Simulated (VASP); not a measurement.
**ZrGe₂ (relaxed from the MoSi2 structure, space group I4/mmm): computed properties**

These are PBEsol GGA, VASP's PBE PAW potentials (set 64) (plane waves; VASP) values and carry that method's errors.

```yaml
space_group: I4/mmm (139)
cell: a = 3.3991 Å, b = 3.3991 Å, c = 9.1527 Å, α = 90.00°, β = 90.00°, γ = 90.00°
volume_per_atom: 17.63 Å³/atom
band gap (over mesh and band path): none (metal, semimetal or under 0.01 eV)
density: 7.43 g/cm³
```

```
ZrGe2
1.0
   -1.69955     1.69955     4.57637
    1.69955    -1.69955     4.57637
    1.69955     1.69955    -4.57637
Zr Ge
1 2
Direct
  0.00000   0.00000   0.00000
  0.32139   0.32139   0.00000
  0.67861   0.67861   0.00000
```

The structure was generated: ZrGe2 was put into the MoSi2 type (I4/mmm), which need not be its known phase. It was relaxed first. Symmetry was kept, so distortions that lower it aren't found.
